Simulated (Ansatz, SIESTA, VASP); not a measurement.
## One structure in several programs: ZrCrF₆ (P1, 8 atoms in the cell)

Self-consistent single point, at a second geometry (atoms moved at random). First geometry:

```
CELL_PARAMETERS angstrom
      0.00000     4.11266     4.11266
      4.11266     0.00000     4.11266
      4.11266     4.11266     0.00000
ATOMIC_POSITIONS crystal
  Zr 0.50000 0.50000 0.50000
  Cr 0.00000 0.00000 0.00000
  F  0.74565 0.25435 0.74565
  F  0.25435 0.74565 0.25435
  F  0.74565 0.25435 0.25435
  F  0.25435 0.74565 0.74565
  F  0.74565 0.74565 0.25435
  F  0.25435 0.25435 0.74565
```
Moments meant for the start (each program seeds them in its own way; μB, in the order of the atoms Zr Cr F F F F F F): 0.0 3.0 0.0 0.0 0.0 0.0 0.0 0.0.

Second geometry:
```
CELL_PARAMETERS angstrom
      0.00000     4.11266     4.11266
      4.11266     0.00000     4.11266
      4.11266     4.11266     0.00000
ATOMIC_POSITIONS crystal
  Zr 0.49855 0.49525 0.50627
  Cr 0.99384 0.01927 0.98538
  F  0.73781 0.25028 0.74287
  F  0.25762 0.74244 0.26165
  F  0.72966 0.26307 0.26432
  F  0.26209 0.74357 0.73885
  F  0.76557 0.73587 0.25576
  F  0.25486 0.25027 0.74490
```
Moments meant for the start (each program seeds them in its own way; μB, in the order of the atoms Zr Cr F F F F F F): 0.0 3.0 0.0 0.0 0.0 0.0 0.0 0.0.

Shared settings, as Ansatz (a first-principles code) writes them: kpoints.mp_grid.grid = 5 5 5; scf.occupations.method = fermi_dirac; scf.occupations.width = 0.1 eV. Potentials and cutoffs stand in the table.

| code | model | ΔF from the first geometry (meV/atom) | pressure (GPa) | largest force (eV/Å) | size of the net moment (μB/atom) | cutoff |
|---|---|---|---|---|---|---|
| SIESTA | GGA PBEsol, numerical atomic orbitals TZP, PseudoDojo PBEsol standard norm-conserving potentials (rewritten from UPF to PSML) | 26.1 | -3.18 | 1.741 | 0.50 | grid 300 Ry |
| Ansatz | PBEsol, PAW files made with PBE | 23.5 | -0.33 | 1.479 | 0.50 | default |
| VASP | PBEsol, VASP's PBE PAW potentials (set 64) | 25.0 | -7.89 | 1.512 | 0.50 | 400 eV |

Size of the force on each atom (eV/Å): Sizes of forces hide their directions.

```csv
code,Zr1,Cr2,F3,F4,F5,F6,F7,F8
SIESTA,1.741,1.167,1.222,0.609,1.407,0.860,0.261,0.458
Ansatz,1.479,1.099,1.061,0.618,1.304,0.781,0.228,0.422
VASP,1.512,1.112,1.142,0.688,1.406,0.861,0.227,0.439
```

On Ansatz's run: with one magnetic atom in the cell only a parallel order is possible.

The spread over the programs that give each value: ΔF from the first geometry within 2.6 meV/atom; pressure within 7.56 GPa; largest force within 0.262 eV/Å; size of the net moment within 0.00 μB/atom.

SIESTA uses small atom-centred bases, whose incompleteness enters pressures, forces and empty levels differently from a plane-wave cutoff. Ansatz's pressure is given at a fixed set of plane waves, as the other plane-wave codes print theirs; with its correction for the finite basis it is -0.01 GPa (the shift of 0.32 GPa shows how far the cutoff is from converged). In the force vectors, SIESTA (by 0.246) lies more than 0.08 eV/Å from the median of the plane-wave programs.

VASP's run is marked for a possible Pulay error in its stress at this cutoff; no cutoff test was made.

The starting cell comes from a database of computed structures (which also holds hypothetical and non-ambient phases and stackings), without a prior relaxation at this level. Its lattice was rescaled by a random factor within 2.5 % of one. For this run, on top of that: atoms moved at random.

Keys are those of Ansatz 0.2.
